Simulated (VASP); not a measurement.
**How PAW data sets and SCF threshold change a VASP run on ScSi**

How sensitive are energy, pressure and forces of ScSi to the PAW data sets and SCF threshold? The series runs use PBEsol. The PAW data sets tried: minimal 64: Sc_sv Si; recommended 54: Sc_sv Si; gw 64: Sc_sv_GW Si_GW. The SCF threshold tried: EDIFF = 0.01; EDIFF = 0.001; EDIFF = 1E-04; EDIFF = 1E-05; EDIFF = 1E-06; EDIFF = 1E-08. The start is a computed cell from the Materials Project.

Program: VASP 6.6.1. Level of theory: PBEsol; plane waves and PAW (Sc_sv, Si), in the first sound run; inputs show where later runs differ. Results are calculated unless marked as measured.

Report form: the programs' logs are mostly left out.

### Step 1. Set-up

It takes space group Cmcm (No. 63, orthorhombic). The conventional cell has a = 3.994 Å, b = 9.907 Å, c = 3.667 Å, α = 90.00°, β = 90.00°, γ = 90.00°. Nearest to Sc lie 7 Si at 2.77 to 2.95 Å. Nearest to Si lie 2 Si at 2.43 Å and 7 Sc at 2.77 to 2.95 Å. Farther neighbours are not listed.

### Step 2. PAW data sets: minimal 64: Sc sv Si

Data sets differ in which electrons are valence and how hard the partial waves are. PBEsol restores the gradient expansion of exchange and is tuned for the cells of solids.

The input, INCAR:

```
SYSTEM = ScSi
PREC = Accurate
ENCUT = 400
EDIFF = 1E-06
NELM = 100
ISMEAR = -1
SIGMA = 0.05
LREAL = .FALSE.
ALGO = Normal
GGA = PS
NBANDS = 21
LASPH = .TRUE.
LORBIT = 11
LWAVE = .FALSE.
LCHARG = .FALSE.
KPAR = 4
ISIF = 2
```

The input, POSCAR:

```
ScSi
1.0
    1.9969585645     -4.9534918553      0.0000000000
    1.9969585645      4.9534918553      0.0000000000
    0.0000000000      0.0000000000      3.6674488900
Sc Si
2 2
Direct
    0.1392070300      0.8607929700      0.2500000000
    0.8607929700      0.1392070300      0.7500000000
    0.4194360600      0.5805639400      0.2500000000
    0.5805639400      0.4194360600      0.7500000000
```

The input, KPOINTS:

```
Automatic mesh
0
Gamma
7 7 7
0 0 0
```

The projector-augmented-wave data sets are Sc_sv and Si (PBE family, release 64).

On the command line:

```bash
$ mpirun -np 4 vasp_std
```

Run time: 13 s. Hardware: 4 MPI ranks of Intel Xeon Platinum 8488C (Sapphire Rapids), shared host; peak memory 0.81 GiB.

The k-mesh is coarse for a metal. The PAW data sets were made with PBE, which is usual practice but a small mismatch for other functionals.

This step gave:

```
electronic steps        : 14
electrons               : 30
bands                   : 21
irreducible k points    : 64
symmetry operations     : 8
free energy (TOTEN)     : -28.31 eV
energy at zero smearing : -28.30 eV
Fermi energy            : 6.314 eV
pressure                : -2.664 GPa
metallic                : yes
```

The series starts at -7.0749 eV an atom and -2.66 GPa, after 14 cycles in 13 s.

### Step 3. PAW data sets: recommended 54: Sc sv Si

INCAR is that of step 2.

POSCAR is that of step 2.

KPOINTS is that of step 2.

The projector-augmented-wave data sets are Sc_sv and Si (PBE family, release 54).

On the command line:

```bash
$ mpirun -np 4 vasp_std
```

Elapsed: 13 s, on 4 MPI ranks; peak memory 0.8 GiB; 48 s of CPU time.

With 30 valence electrons the pressure is -2.66 GPa, +0.00 GPa from the first of the series, after 14 cycles in 13 s.

### Step 4. PAW data sets: GW 64: Sc sv GW Si GW

This step: PBEsol; plane waves and PAW (Sc_sv_GW, Si_GW) (VASP 6.6.1).

Changes to INCAR since step 3:

```diff
@@ -2,3 +2,3 @@
 PREC = Accurate
-ENCUT = 400
+ENCUT = 500
 EDIFF = 1E-06
```

POSCAR is that of step 3.

KPOINTS is that of step 3.

Potentials, in the order of the species: Sc_sv_GW and Si_GW (PBE family, release 64).

On the command line:

```bash
$ mpirun -np 4 vasp_std
```

The job ended after 29 s (4 MPI ranks; peak memory 1.1 GiB).

With 30 valence electrons the pressure is -2.94 GPa, -0.28 GPa from the first of the series, after 15 cycles in 29 s.

### Step 5. The PAW data sets series as a table

This step: convergence of PBEsol results with the datasets; plane waves and PAW (VASP 6.6.1).

No new run; the numbers come from the runs before.

Differences are taken from the run with minimal 64: Sc_sv Si. Results of the series, by row:

```
                         setting     status  pressure (GPa)  largest force difference (meV/Å)  SCF cycles  wall time (s)
    minimal 64: Sc_sv Si, 400 eV  converged          -2.664                                 0          14           12.6
recommended 54: Sc_sv Si, 400 eV  converged          -2.664                                 0          14           12.8
   gw 64: Sc_sv_GW Si_GW, 500 eV  converged          -2.945                             7.281          15             29
```

### Step 6. SCF threshold: EDIFF = 0.01

This step: PBEsol; plane waves and PAW (Sc_sv, Si) (VASP 6.6.1).

EDIFF stops the electronic loop; forces need it tighter than energies do.

Changes to INCAR since step 4:

```diff
@@ -2,4 +2,4 @@
 PREC = Accurate
-ENCUT = 500
-EDIFF = 1E-06
+ENCUT = 400
+EDIFF = 0.01
 NELM = 100
```

POSCAR is that of step 4.

KPOINTS is that of step 4.

PAW data sets: Sc_sv and Si (PBE family, release 64).

On the command line:

```bash
$ mpirun -np 4 vasp_std
```

Run time: 8.8 s. Hardware: 4 MPI ranks; peak memory 0.8 GiB; 33 s of CPU time.

This step gave:

```yaml
electronic_steps: 9
free_energy_toten: -28.31 eV
energy_at_zero_smearing: -28.30 eV
fermi_energy: 6.308 eV
pressure: -1.967 GPa
```

The series starts at -7.0749 eV an atom and -1.97 GPa, after 9 cycles in 8.8 s.

### Step 7. SCF threshold: EDIFF = 0.001

Changes to INCAR since step 6:

```diff
@@ -3,3 +3,3 @@
 ENCUT = 400
-EDIFF = 0.01
+EDIFF = 0.001
 NELM = 100
```

POSCAR is that of step 6.

KPOINTS is that of step 6.

On the command line:

```bash
$ mpirun -np 4 vasp_std
```

It took 9.4 s on 4 MPI ranks; peak memory 0.81 GiB.

Against the run before the energy moves by -0.10 meV an atom and the pressure by -1.59 GPa, after 10 cycles in 9.4 s.

### Step 8. SCF threshold: EDIFF = 1E-04

Changes to INCAR since step 7:

```diff
@@ -3,3 +3,3 @@
 ENCUT = 400
-EDIFF = 0.001
+EDIFF = 1E-04
 NELM = 100
```

POSCAR is that of step 7.

KPOINTS is that of step 7.

On the command line:

```bash
$ mpirun -np 4 vasp_std
```

Run time: 11 s. Hardware: 4 MPI ranks; peak memory 0.8 GiB.

Against the run before the energy moves by +0.09 meV an atom and the pressure by +0.96 GPa, after 12 cycles in 11 s.

### Step 9. SCF threshold: EDIFF = 1E-05

Changes to INCAR since step 8:

```diff
@@ -3,3 +3,3 @@
 ENCUT = 400
-EDIFF = 1E-04
+EDIFF = 1E-05
 NELM = 100
```

POSCAR is that of step 8.

KPOINTS is that of step 8.

On the command line:

```bash
$ mpirun -np 4 vasp_std
```

The job ended after 11 s (4 MPI ranks; peak memory 0.81 GiB; 41 s of CPU time).

Against the run before the energy stays within 0.01 meV an atom; the pressure moves by -0.01 GPa, after 12 cycles in 11 s.

### Step 10. SCF threshold: EDIFF = 1E-06

Changes to INCAR since step 9:

```diff
@@ -3,3 +3,3 @@
 ENCUT = 400
-EDIFF = 1E-05
+EDIFF = 1E-06
 NELM = 100
```

POSCAR is that of step 9.

KPOINTS is that of step 9.

On the command line:

```bash
$ mpirun -np 4 vasp_std
```

It took 13 s on 4 MPI ranks; peak memory 0.81 GiB.

Against the run before the energy stays within 0.01 meV an atom; the pressure moves by -0.05 GPa, after 14 cycles in 13 s.

### Step 11. SCF threshold: EDIFF = 1E-08

Changes to INCAR since step 10:

```diff
@@ -3,3 +3,3 @@
 ENCUT = 400
-EDIFF = 1E-06
+EDIFF = 1E-08
 NELM = 100
```

POSCAR is that of step 10.

KPOINTS is that of step 10.

On the command line:

```bash
$ mpirun -np 4 vasp_std
```

It took 14 s on 4 MPI ranks; peak memory 0.8 GiB.

Against the run before the energy stays within 0.01 meV an atom; the pressure moves by -0.01 GPa, after 17 cycles in 14 s.

### Step 12. The SCF threshold series as a table

This step: convergence of PBEsol results with the threshold; plane waves and PAW (VASP 6.6.1).

Derived from the runs above.

Differences are taken from the run with EDIFF = 1E-08. Results of the series, by row:

| setting | status | energy less the reference (meV/atom) | pressure (GPa) | largest force difference (meV/Å) | SCF cycles | wall time (s) |
| --- | --- | --- | --- | --- | --- | --- |
| EDIFF = 0.01 | converged | 0.009758 | -1.967 | 36.16 | 9 | 8.8 |
| EDIFF = 0.001 | converged | -0.08943 | -3.555 | 24.55 | 10 | 9.4 |
| EDIFF = 1E-04 | converged | 0.001332 | -2.597 | 0.766 | 12 | 11.2 |
| EDIFF = 1E-05 | converged | 0.00116 | -2.612 | 0.734 | 12 | 11 |
| EDIFF = 1E-06 | converged | 1.12e-4 | -2.664 | 0.613 | 14 | 12.6 |
| EDIFF = 1E-08 | converged | 0 | -2.67 | 0 | 17 | 14.4 |

### Step 13. Summary of results

| Quantity | Value |
| --- | --- |
| spread of the pressure over the PAW data sets | 0.280 GPa |
| SCF threshold from which the energy stays within 10 meV/atom of the reference | EDIFF = 0.01 |
| SCF threshold from which the energy stays within 1 meV/atom of the reference | EDIFF = 0.01 |
| SCF threshold from which the pressure stays within 0.2 GPa of the reference | EDIFF = 1E-04 |
| spread of the pressure over the SCF threshold | 1.59 GPa |
| spread of the energy over the SCF threshold | 0.0992 meV/atom |

The choice of data set moves the pressure between -2.94 GPa (gw 64: Sc_sv_GW Si_GW) and -2.66 GPa (minimal 64: Sc_sv Si); the cutoffs differ too (400 and 500 eV). From EDIFF = 0.01 on, the energy stays within 1 meV an atom of the reference, at 61 % of its time. The pressure holds within 0.2 GPa from EDIFF = 1E-04 on. The loosest stop saves 8 of 17 cycles and costs +0.0 meV an atom, +0.70 GPa, 36.2 meV/Å in forces. Data sets differ in their zero of energy, so energies are not compared.

[Lines on the potential files, build, host, timing and source positions are cut from VASP's logs without a mark.]

[Logs are printed without paths, hosts, clocks, repeated set-up lines and the standing remarks that a program may print on its own settings, such as how far it seeks lower states.]

[Hosts, paths, dates, database ids (printed as entryN), source tags and the programs' standing remarks are cut or masked in the printed files.]

[A measured line is paired with the nearest computed mode of its activity, which favours agreement.]
